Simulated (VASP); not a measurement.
# CdSi4O (F-43m) in VASP: a series of runs, part 2 of 3

VASP 6.6.1.

## 3. Band structure, BLYP

File POSCAR:

```
CdSi4O
1.0
    0.0000000000      3.6017500000      3.6017500000
    3.6017500000      0.0000000000      3.6017500000
    3.6017500000      3.6017500000      0.0000000000
Cd Si O
1 4 1
Direct
    0.5000000000      0.5000000000      0.5000000000
    0.8767200000      0.8767200000      0.3698400000
    0.8767200000      0.3698400000      0.8767200000
    0.8767200000      0.8767200000      0.8767200000
    0.3698400000      0.8767200000      0.8767200000
    0.2500000000      0.2500000000      0.2500000000
```

File INCAR.step1:

```
  AGGAC = 1.0
  AGGAX = 1.0
  ALDAC = 0.0
  ALDAX = 1.0
  ALGO = Fast
  EDIFF = 1E-6
  ENCUT = 520
  GGA = B5
  ISIF = 2
  ISMEAR = -1
  LASPH = T
  LCHARG = T
  LREAL = F
  LWAVE = F
  NBANDS = 26
  NELM = 60
  PREC = Accurate
  SIGMA = 0.05
```

File KPOINTS.step1:

```
k-points
0
Gamma
  5 5 5
```

File INCAR.step2:

```
  AGGAC = 1.0
  AGGAX = 1.0
  ALDAC = 0.0
  ALDAX = 1.0
  ALGO = Fast
  EDIFF = 1E-6
  ENCUT = 520
  GGA = B5
  ICHARG = 11
  ISIF = 2
  ISMEAR = 0
  LASPH = T
  LCHARG = F
  LREAL = F
  LWAVE = F
  NBANDS = 26
  NELM = 60
  PREC = Accurate
  SIGMA = 0.05
```

File KPOINTS.step2:

```
path GXWKGLUWLK,UX
10
line-mode
reciprocal
 0.0000000000  0.0000000000  0.0000000000  G
 0.5000000000  0.0000000000  0.5000000000  X

 0.5000000000  0.0000000000  0.5000000000  X
 0.5000000000  0.2500000000  0.7500000000  W

 0.5000000000  0.2500000000  0.7500000000  W
 0.3750000000  0.3750000000  0.7500000000  K

 0.3750000000  0.3750000000  0.7500000000  K
 0.0000000000  0.0000000000  0.0000000000  G

 0.0000000000  0.0000000000  0.0000000000  G
 0.5000000000  0.5000000000  0.5000000000  L

 0.5000000000  0.5000000000  0.5000000000  L
 0.6250000000  0.2500000000  0.6250000000  U

 0.6250000000  0.2500000000  0.6250000000  U
 0.5000000000  0.2500000000  0.7500000000  W

 0.5000000000  0.2500000000  0.7500000000  W
 0.5000000000  0.5000000000  0.5000000000  L

 0.5000000000  0.5000000000  0.5000000000  L
 0.3750000000  0.3750000000  0.7500000000  K

 0.6250000000  0.2500000000  0.6250000000  U
 0.5000000000  0.0000000000  0.5000000000  X
```

Potentials or basis: VASP PAW PBE potentials, release 64 (Cd, Si, O).

Started as:

```console
$ cat potpaw_PBE.64/Cd/POTCAR potpaw_PBE.64/Si/POTCAR potpaw_PBE.64/O/POTCAR > POTCAR
$ cp INCAR.step1 INCAR
$ cp KPOINTS.step1 KPOINTS
$ mpirun -np 1 vasp_std > vasp.out
$ cp INCAR.step2 INCAR
$ cp KPOINTS.step2 KPOINTS
$ mpirun -np 1 vasp_std > vasp.out
```

OUTCAR:

```text
EDIFF = 1E-6
   ENCUT = 520
   GGA = B5
   ICHARG = 11
   ISIF = 2
   ISMEAR = 0
   LASPH = T
   LREAL = F
   NELM = 60
   PREC = Accurate

 ion  position               nearest neighbor table
   1  0.500  0.500  0.500-   3 2.99   4 2.99   5 2.99   4 2.99   4 2.99   5 2.99   2 2.99   2 2.99
                             5 2.99   2 2.99   3 2.99   3 2.99
   2  0.877  0.877  0.370-   3 2.51   4 2.51   5 2.51   4 2.58   3 2.58   5 2.58   1 2.99   1 2.99
                             1 2.99
   3  0.877  0.370  0.877-   2 2.51   4 2.51   5 2.51   2 2.58   4 2.58   5 2.58   1 2.99   1 2.99
                             1 2.99
   4  0.877  0.877  0.877-   2 2.51   3 2.51   5 2.51   2 2.58   3 2.58   5 2.58   1 2.99   1 2.99
                             1 2.99
   5  0.370  0.877  0.877-   2 2.51   3 2.51   4 2.51   4 2.58   2 2.58   3 2.58   1 2.99   1 2.99
                             1 2.99
   6  0.250  0.250  0.250-

  LATTYP: Found a face centered cubic cell.
 ALAT       =     7.2035000000

  Lattice vectors:

 A1 = (   0.0000000000,   3.6017500000,   3.6017500000)
 A2 = (   3.6017500000,   0.0000000000,   3.6017500000)
 A3 = (   3.6017500000,   3.6017500000,   0.0000000000)

Analysis of symmetry for initial positions (statically):
=====================================================================
 Subroutine PRICEL returns:
 Original cell was already a primitive cell.

 Routine SETGRP: Setting up the symmetry group for a
 face centered cubic supercell.

 Subroutine GETGRP returns: Found 24 space group operations
 (whereof 24 operations were pure point group operations)
 out of a pool of 48 trial point group operations.

The static configuration has the point symmetry T_d .

Analysis of symmetry for dynamics (positions and initial velocities):
=====================================================================
 Subroutine PRICEL returns:
 Original cell was already a primitive cell.

 Routine SETGRP: Setting up the symmetry group for a
 face centered cubic supercell.

 Subroutine GETGRP returns: Found 24 space group operations
 (whereof 24 operations were pure point group operations)
 out of a pool of 48 trial point group operations.

The dynamic configuration has the point symmetry T_d .

 Subroutine INISYM returns: Found 24 space group operations
 (whereof 24 operations are pure point group operations),
 and found     1 'primitive' translations

----------------------------------------------------------------------------------------

                                     Primitive cell

  volume of cell :      93.4481

  direct lattice vectors                    reciprocal lattice vectors
     0.000000000  3.601750000  3.601750000    -0.138821406  0.138821406  0.138821406
     3.601750000  0.000000000  3.601750000     0.138821406 -0.138821406  0.138821406
     3.601750000  3.601750000  0.000000000     0.138821406  0.138821406 -0.138821406

  length of vectors
     5.093643698  5.093643698  5.093643698     0.240445729  0.240445729  0.240445729

  position of ions in fractional coordinates (direct lattice)
     0.500000000  0.500000000  0.500000000
     0.876720000  0.876720000  0.369840000
     0.876720000  0.369840000  0.876720000
     0.876720000  0.876720000  0.876720000
[... 37 lines left out ...]
  0.166667  0.000000  0.166667      0.010000
  0.222222  0.000000  0.222222      0.010000
  0.277778  0.000000  0.277778      0.010000
[... 16 lines left out ...]
  0.472222  0.277778  0.750000      0.010000
  0.458333  0.291667  0.750000      0.010000
 [... further k-points ...]
   k-points           NKPTS =    100   k-points in BZ     NKDIM =    100   number of bands    NBANDS=     26
   number of dos      NEDOS =    301   number of ions     NIONS =      6
   total plane-waves  NPLWV =  64000
   dimension x,y,z NGX =    40 NGY =   40 NGZ =   40
   dimension x,y,z NGXF=    80 NGYF=   80 NGZF=   80
   ions per type =               1   4   1
   NGX,Y,Z   is equivalent  to a cutoff of  13.06, 13.06, 13.06 a.u.
   NGXF,Y,Z  is equivalent  to a cutoff of  26.11, 26.11, 26.11 a.u.
[... 17 lines left out ...]
   ISYM   =      2    0-nonsym 1-usesym 2-fastsym
   POTIM  = 0.5000    time-step for ionic-motion
   TEBEG  =    0.0;   TEEND  =   0.0 temperature during run
   PSTRESS=    0.0 pullay stress
   NELECT =      34.0000    total number of electrons
   NUPDOWN=      -1.0000    fix difference up-down
   EMIN   =  10.00;   EMAX   =-10.00  energy-range for DOS
   EFERMI =   0.00;   METHOD = LEGACY
   ISMEAR =     0;   SIGMA  =   0.05  broadening in eV -4-tet -1-fermi 0-gaus
   EFERMI_NEDOS =   21; number of points for ismear=-14 and -15
   IALGO  =     68    algorithm
   IMIX   =      4    mixing-type and parameters
     AMIX     =   0.40;   BMIX     =  1.00
     AMIX_MAG =   1.60;   BMIX_MAG =  1.00
  volume/ion in A,a.u.               =      15.57       105.10
  Fermi-wavevector in a.u.,A,eV,Ry     =   1.168721  2.208563 18.584322  1.365909
  Thomas-Fermi vector in A             =   2.305204
   LORBIT       =      0    0 simple, 1 ext, 2 COOP (PROOUT), +10 PAW based schemes
   GGA     = B5    functional components
   LHFCALC =     F    Hartree Fock is set to
   AEXX    =    0.0000 exact exchange contribution
   IVDW    =     0    specifies the selected vdW correction
   LEPSILON=     F    determine dielectric tensor
   LRPA    =     F    only Hartree local field effects (RPA)
 non-spin polarized calculation
 RMM-DIIS sequential band-by-band and
 Gauss-broadening in eV      SIGMA  =   0.05
  energy-cutoff  :      520.00
  volume of cell :       93.45
 maximum number of plane-waves:      2565
 NGX is ok and might be reduce to    40

 number of electron      33.9999993 magnetization

 Free energy of the ion-electron system (eV)
  ---------------------------------------------------
  ext. energy  EPLUGINS =         0.00000000
  ---------------------------------------------------
  free energy    TOTEN  =       -18.62185259 eV

  energy without entropy =      -18.61857989  energy(sigma->0) =      -18.62021624

 E-fermi :   7.0141     XC(G=0): -10.2169

 val. band max:        7.0016929922   @ k =   0.5000   0.1389   0.6389
 cond. band min:       7.0186518054   @ k =   0.1667   0.1667   0.1667
 fundamental gap:      0.0169588132
 Fermi energy:         7.0140580552

 k-point     1 :       0.0000    0.0000    0.0000
  band No.  band energies     occupation
      1      -9.1561      2.00000
      2      -5.4268      2.00000
      3      -2.0406      2.00000
      4      -2.0406      2.00000
      5      -2.0406      2.00000
      6      -2.0076      2.00000
[... 685 lines left out ...]
     25      12.4407      0.00000
     26      12.8577      0.00000

 [... further k-points ...]

------------------------ aborting loop because EDIFF is reached ----------------------------------------

  FORCE on cell =-STRESS in cart. coord.  units (eV):
  Direction    XX          YY          ZZ          XY          YZ          ZX
  --------------------------------------------------------------------------------------
  -------------------------------------------------------------------------------------
  Total        8.3465167      8.3465167      8.3465167     -0.0000000      0.0000000     -0.0000000
  in kB      143.1018212    143.1018212    143.1018212     -0.0000000      0.0000000     -0.0000000
  external PRESSURE =     143.1018212 kB  Pullay stress =       0.0000000 kB

 VOLUME and BASIS-vectors are now :
 -----------------------------------------------------------------------------
  energy-cutoff  :      520.00
  volume of cell :       93.45
      direct lattice vectors                 reciprocal lattice vectors
     0.000000000  3.601750000  3.601750000    -0.138821406  0.138821406  0.138821406
     3.601750000  0.000000000  3.601750000     0.138821406 -0.138821406  0.138821406
     3.601750000  3.601750000  0.000000000     0.138821406  0.138821406 -0.138821406

 POSITION                                       TOTAL-FORCE (eV/Angst)
 -----------------------------------------------------------------------------------
      3.60175      3.60175      3.60175        -0.000000     -0.000000     -0.000000
      4.48980      4.48980      6.31545         0.090124      0.090124     -0.090124
      4.48980      6.31545      4.48980         0.090124     -0.090124      0.090124
      6.31545      6.31545      6.31545        -0.090124     -0.090124     -0.090124
      6.31545      4.48980      4.48980        -0.090124      0.090124      0.090124
      1.80088      1.80088      1.80088        -0.000000     -0.000000     -0.000000
 -----------------------------------------------------------------------------------
    total drift:                                0.000000      0.000000      0.000000

  FREE ENERGIE OF THE ION-ELECTRON SYSTEM (eV)
  ---------------------------------------------------
  free  energy   TOTEN  =       -18.6218525932 eV

  energy  without entropy=      -18.6185798922  energy(sigma->0) =      -18.62021624
```

Run time: 1.8 min. Hardware: 1 thread of Intel Xeon 6975P-C (Granite Rapids), shared host; peak memory 0.38 GiB.

What came out:

* Band gap along the path: none (metal or under the smearing width)

Levels at the corners of the path, in eV from the Fermi level:
```
point  band 14  band 15  band 16  band 17  band 18  band 19  band 20  band 21
    Γ    -3.87    -1.57    -1.57    -1.57    -1.23    -0.75    -0.75     4.28
    X    -1.18    -0.97     0.59     0.59     0.60     1.44     1.51     2.12
    X    -1.18    -0.97     0.59     0.59     0.60     1.44     1.51     2.12
    W    -1.14    -0.88    -0.84    -0.45     1.22     1.56     1.79     2.11
    W    -1.14    -0.88    -0.84    -0.45     1.22     1.56     1.79     2.11
    K    -1.44    -0.88    -0.79    -0.40     0.32     1.05     2.95     3.17
    K    -1.44    -0.88    -0.79    -0.40     0.32     1.05     2.95     3.17
    Γ    -3.87    -1.57    -1.57    -1.57    -1.23    -0.75    -0.75     4.28
    Γ    -3.87    -1.57    -1.57    -1.57    -1.23    -0.75    -0.75     4.28
    L    -1.67    -0.71    -0.71     0.13     0.79     0.79     0.95     2.49
    L    -1.67    -0.71    -0.71     0.13     0.79     0.79     0.95     2.49
    U    -1.44    -0.88    -0.79    -0.40     0.32     1.05     2.95     3.17
    U    -1.44    -0.88    -0.79    -0.40     0.32     1.05     2.95     3.17
    W    -1.14    -0.88    -0.84    -0.45     1.22     1.56     1.79     2.11
    W    -1.14    -0.88    -0.84    -0.45     1.22     1.56     1.79     2.11
    L    -1.67    -0.71    -0.71     0.13     0.79     0.79     0.95     2.49
    L    -1.67    -0.71    -0.71     0.13     0.79     0.79     0.95     2.49
    K    -1.44    -0.88    -0.79    -0.40     0.32     1.05     2.95     3.17
    U    -1.44    -0.88    -0.79    -0.40     0.32     1.05     2.95     3.17
    X    -1.18    -0.97     0.59     0.59     0.60     1.44     1.51     2.12
```

Caveat: the log is that of the step along the path at fixed density, whose energy, stress, charges and moments have no meaning; the PAW data sets were made with another functional, which shifts forces and pressure a little.

(Part 2 of 3 ends here.)
